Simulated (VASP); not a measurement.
# AlNi3Sb (P-6m2) in VASP: reference runs, part 2 of 2

VASP 6.6.1.

**3. Single point, PBE, collinear spin, ferromagnetic start (atoms moved at random, drawn with an rms of 0.05 Å)**

Contents of INCAR:

```
SYSTEM = AlNi3Sb
ALGO     = Normal         ! electronic algorithm
EDIFF    = 1E-7           ! SCF threshold, eV
ENCUT    = 520            ! plane-wave cutoff, eV
GGA      = PE             ! functional
ISIF     = 2              ! what is computed and relaxed
ISMEAR   = -1             ! smearing method
ISPIN    = 2              ! spin polarisation
LASPH    = .TRUE.         ! aspherical terms in the spheres
LCHARG   = .FALSE.        ! write CHGCAR
LMAXMIX  = 4              ! l up to which the mixer works
LORBIT   = 11             ! projections on sites
LREAL    = .FALSE.        ! projectors in reciprocal space
LWAVE    = .FALSE.        ! write WAVECAR
MAGMOM   = 0 1 1 1 0      ! initial moments
NBANDS   = 31             ! bands
NELM     = 100            ! most SCF steps
PREC     = Accurate       ! precision mode
SIGMA    = 0.05           ! smearing width, eV
```

Contents of KPOINTS:

```
k-points
0
G
  8 8 6
  0 0 0
```

Contents of POSCAR:

```
AlNi3Sb
1.0
    4.1190127879      0.0000000000      0.0000000000
   -2.0595063940      3.5671697129      0.0000000000
    0.0000000000      0.0000000000      4.9384560000
Sb Ni Al
1 3 1
Direct
    0.3225130000      0.6502270000      0.4948910000
    0.6626680000      0.3264970000      0.4965450000
    0.0095550000      0.0035820000      0.2452600000
   -0.0053120000     -0.0013980000      0.7513680000
    0.6838700000      0.3373710000     -0.0071210000
```

Potentials or basis: VASP PAW PBE potentials, release 64 (Sb, Ni, Al).

The run is started by

```sh
> cat potpaw_PBE.64/Sb/POTCAR potpaw_PBE.64/Ni/POTCAR potpaw_PBE.64/Al/POTCAR > POTCAR
> mpirun -np 1 vasp_std > vasp.out
```

OUTCAR:

```text
SYSTEM = AlNi3Sb
   EDIFF = 1E-7
   ENCUT = 520
   GGA = PE
   ISIF = 2
   ISMEAR = -1
   ISPIN = 2
   LASPH = .TRUE.
   LORBIT = 11
   LREAL = .FALSE.
   NELM = 100
   PREC = Accurate

 ion  position               nearest neighbor table
   1  0.323  0.650  0.495-   2 2.35   2 2.37   2 2.41   3 2.62   4 2.65   3 2.68   4 2.71   4 2.72
                             3 2.74   5 3.35   5 3.37   5 3.44   5 3.46   5 3.47   5 3.49
   2  0.663  0.326  0.497-   1 2.35   1 2.37   1 2.41   5 2.45   5 2.49   3 2.64   4 2.67   3 2.69
                             4 2.69   4 2.71   3 2.72
   3  0.010  0.004  0.245-   4 2.44   4 2.50   1 2.62   2 2.64   5 2.66   1 2.68   5 2.68   2 2.69
                             5 2.71   2 2.72   1 2.74
   4  0.995  0.999  0.751-   3 2.44   3 2.50   5 2.61   5 2.64   1 2.65   2 2.67   2 2.69   2 2.71
                             1 2.71   1 2.72   5 2.73
   5  0.684  0.337  0.993-   2 2.45   2 2.49   4 2.61   4 2.64   3 2.66   3 2.68   3 2.71   4 2.73
                             1 3.35   1 3.37   1 3.44   1 3.46   1 3.47   1 3.49

  LATTYP: Found a hexagonal cell.
 ALAT       =     4.1190127879
 C/A-ratio  =     1.1989416528

  Lattice vectors:

 A1 = (   4.1190127879,   0.0000000000,   0.0000000000)
 A2 = (  -2.0595063940,   3.5671697129,   0.0000000000)
 A3 = (   0.0000000000,   0.0000000000,   4.9384560000)

Analysis of symmetry for initial positions (statically):
=====================================================================
 Subroutine PRICEL returns:
 Original cell was already a primitive cell.

 Routine SETGRP: Setting up the symmetry group for a
 hexagonal supercell.

 Subroutine GETGRP returns: Found  1 space group operations
 (whereof  1 operations were pure point group operations)
 out of a pool of 24 trial point group operations.

The static configuration has the point symmetry C_1 .

Analysis of symmetry for dynamics (positions and initial velocities):
=====================================================================
 Subroutine PRICEL returns:
 Original cell was already a primitive cell.

 Routine SETGRP: Setting up the symmetry group for a
 hexagonal supercell.

 Subroutine GETGRP returns: Found  1 space group operations
 (whereof  1 operations were pure point group operations)
 out of a pool of 24 trial point group operations.

The dynamic configuration has the point symmetry C_1 .

Analysis of structural, dynamic, and magnetic symmetry:
=====================================================================
 Subroutine PRICEL returns:
 Original cell was already a primitive cell.

 Routine SETGRP: Setting up the symmetry group for a
 hexagonal supercell.

 Subroutine GETGRP returns: Found  1 space group operations
 (whereof  1 operations were pure point group operations)
 out of a pool of 24 trial point group operations.

The overall configuration has the point symmetry C_1 .

 Subroutine INISYM returns: Found  1 space group operations
 (whereof  1 operations are pure point group operations),
 and found     1 'primitive' translations

----------------------------------------------------------------------------------------

                                     Primitive cell

  volume of cell :      72.5618

  direct lattice vectors                    reciprocal lattice vectors
     4.119012788  0.000000000  0.000000000     0.242776619  0.140167147  0.000000000
    -2.059506394  3.567169713  0.000000000     0.000000000  0.280334293  0.000000000
[... 98 lines left out ...]
   ISYM   =      2    0-nonsym 1-usesym 2-fastsym
   POTIM  = 0.5000    time-step for ionic-motion
   TEBEG  =    0.0;   TEEND  =   0.0 temperature during run
   PSTRESS=    0.0 pullay stress
   NELECT =      38.0000    total number of electrons
   NUPDOWN=      -1.0000    fix difference up-down
   EMIN   =  10.00;   EMAX   =-10.00  energy-range for DOS
   EFERMI =   0.00;   METHOD = LEGACY
   ISMEAR =    -1;   SIGMA  =   0.05  broadening in eV -4-tet -1-fermi 0-gaus
   EFERMI_NEDOS =   21; number of points for ismear=-14 and -15
   IALGO  =     38    algorithm
   IMIX   =      4    mixing-type and parameters
     AMIX     =   0.40;   BMIX     =  1.00
     AMIX_MAG =   1.60;   BMIX_MAG =  1.00
  volume/ion in A,a.u.               =      14.51        97.93
  Fermi-wavevector in a.u.,A,eV,Ry     =   1.319573  2.493631 23.691446  1.741272
  Thomas-Fermi vector in A             =   2.449461
   LORBIT       =     11    0 simple, 1 ext, 2 COOP (PROOUT), +10 PAW based schemes
   GGA     = PE    functional components
   LHFCALC =     F    Hartree Fock is set to
   AEXX    =    0.0000 exact exchange contribution
   IVDW    =     0    specifies the selected vdW correction
   LEPSILON=     F    determine dielectric tensor
   LRPA    =     F    only Hartree local field effects (RPA)
 spin polarized calculation
  energy-cutoff  :      520.00
  volume of cell :       72.56
 maximum number of plane-waves:      1986
   NGX = 15   NGY = 15   NGZ = 19

 number of electron      38.0000002 magnetization       0.0000628

 number of electron      38.0000002 magnetization      -0.0000017

 Free energy of the ion-electron system (eV)
  ---------------------------------------------------
  ext. energy  EPLUGINS =         0.00000000
  ---------------------------------------------------
  free energy    TOTEN  =       -25.39097878 eV

  energy without entropy =      -25.37011050  energy(sigma->0) =      -25.38054464

 E-fermi :   9.1666     XC(G=0): -11.6732

 val. band max:        9.1383348877   @ k =   0.5000   0.2500   0.0000
 cond. band min:       9.1735904865   @ k =   0.2500  -0.1250   0.1667
 fundamental gap:      0.0352555989
 Fermi energy:         9.1666336635

 spin component 1

 k-point     1 :       0.0000    0.0000    0.0000
  band No.  band energies     occupation
      1      -3.1328      1.00000
      2       3.7437      1.00000
      3       4.0655      1.00000
      4       4.5145      1.00000
      5       4.5853      1.00000
      6       6.1878      1.00000
[... 805 lines left out ...]
     30      20.9749      0.00000
     31      22.1522      0.00000

 [... further k-points ...]

 spin component 2

 k-point     1 :       0.0000    0.0000    0.0000
  band No.  band energies     occupation
      1      -3.1328      1.00000
      2       3.7437      1.00000
      3       4.0655      1.00000
      4       4.5145      1.00000
      5       4.5853      1.00000
      6       6.1878      1.00000
[... 805 lines left out ...]
     30      20.9749      0.00000
     31      22.1522      0.00000

 [... further k-points ...]

------------------------ aborting loop because EDIFF is reached ----------------------------------------

  FORCE on cell =-STRESS in cart. coord.  units (eV):
  Direction    XX          YY          ZZ          XY          YZ          ZX
  --------------------------------------------------------------------------------------
  -------------------------------------------------------------------------------------
  Total        1.2460475      0.4321150      0.7181195      0.0920911      0.0606972      0.0988288
  in kB       27.5129460      9.5411745     15.8562023      2.0333880      1.3402041      2.1821568
  external PRESSURE =      17.6367743 kB  Pullay stress =       0.0000000 kB

 VOLUME and BASIS-vectors are now :
 -----------------------------------------------------------------------------
  energy-cutoff  :      520.00
  volume of cell :       72.56
      direct lattice vectors                 reciprocal lattice vectors
     4.119012788  0.000000000  0.000000000     0.242776619  0.140167147  0.000000000
    -2.059506394  3.567169713  0.000000000     0.000000000  0.280334293  0.000000000
     0.000000000  0.000000000  4.938456000     0.000000000  0.000000000  0.202492439

 POSITION                                       TOTAL-FORCE (eV/Angst)
 -----------------------------------------------------------------------------------
     -0.01071      2.31947      2.44400         0.227135      0.723995      0.009642
      2.05712      1.16467      2.45217        -0.086662     -0.330586     -0.048552
      0.03198      0.01278      1.21121        -0.082453     -0.203563     -0.360450
      2.04051      3.56218      3.71060         0.096492     -0.127494      0.227417
      2.12205      1.20346      4.90329        -0.154513     -0.062352      0.171943
 -----------------------------------------------------------------------------------
    total drift:                               -0.000052      0.000016     -0.000085

  FREE ENERGIE OF THE ION-ELECTRON SYSTEM (eV)
  ---------------------------------------------------
  free  energy   TOTEN  =       -25.3909787785 eV

  energy  without entropy=      -25.3701105028  energy(sigma->0) =      -25.38054464

 total charge

# of ion       s       p       d       tot
------------------------------------------
    1        1.092   1.288   0.122   2.501
    2        0.484   0.595   8.541   9.620
    3        0.440   0.448   8.413   9.300
    4        0.441   0.446   8.413   9.299
    5        0.405   0.329   0.000   0.734
--------------------------------------------------
tot          2.862   3.104  25.488  31.455

 magnetization (x)

# of ion       s       p       d       tot
------------------------------------------
    1        0.000  -0.000   0.000  -0.000
    2       -0.000  -0.000  -0.000  -0.000
    3       -0.000  -0.000   0.000   0.000
    4       -0.000  -0.000   0.000  -0.000
    5        0.000  -0.000   0.000   0.000
--------------------------------------------------
tot         -0.000  -0.000   0.000  -0.000
```

Wall time 14 min (1 thread of Intel Xeon Platinum 8488C (Sapphire Rapids), shared host); peak memory 0.72 GiB.

What came out:

```
Free energy                                           : -25.3910 eV
Pressure                                              : 1.8 GPa
Largest force                                         : 0.759 eV/Å
Band gap on the k mesh                                : none (metal or under the smearing width)
Net moment                                            : 0.00 μB per cell
Valence electrons inside the program's atomic spheres : Sb 2.50; Ni 9.62, 9.30; Al 0.73
```

Forces on the atoms (eV/Å):
```
Sb   0.227  0.724  0.010
Ni  -0.087 -0.331 -0.049
Ni  -0.082 -0.204 -0.360
Ni   0.096 -0.127  0.227
Al  -0.155 -0.062  0.172
```

Spin-orbit coupling is left out, which matters for the levels of Sb.
